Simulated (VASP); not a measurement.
All values below come from PBE GGA, VASP's PBE PAW potentials (set 64) (plane waves; VASP).

VASP input:

File KPOINTS:
```
Automatic mesh
0
Gamma
14 14 8
0 0 0
```

**INCAR**
```
SYSTEM=Ti
PREC=Accurate; ENCUT=500; LREAL=.FALSE.
LASPH=.TRUE.
EDIFF=1E-6; NELM=100; ALGO=Normal
LMAXMIX=4
ISMEAR=1; SIGMA=0.1
GGA=PE
IBRION=2; NSW=40; ISIF=3
EDIFFG=-0.02
LWAVE=.FALSE.; LCHARG=.FALSE.
```

### POSCAR
```
Ti
1
    1.4672760426    -2.5413967124    -0.0000000000
    1.4672760426     2.5413967124     0.0000000000
    0.0000000000     0.0000000000     4.6495236718
Ti
2
Direct
  0.3333330000   0.6666670000   0.2500000000
  0.6666670000   0.3333330000   0.7500000000
```

POTCAR, in this order: Ti_sv (PBE.64 set). Program: vasp_std.

### Question
What will the output report for the number of irreducible k-points (NKPTS), largest plane-wave count, number of space-group operations, FFT grid (NGX, NGY, NGZ)?

### Answer

```json
{
 "number of irreducible k-points (NKPTS)": "120",
 "largest_plane_wave_count": "911",
 "number_of_space_group_operations": "24",
 "FFT grid (NGX, NGY, NGZ)": "24 × 24 × 36"
}
```

The compound is Ti in the hcp structure. It was relaxed first.
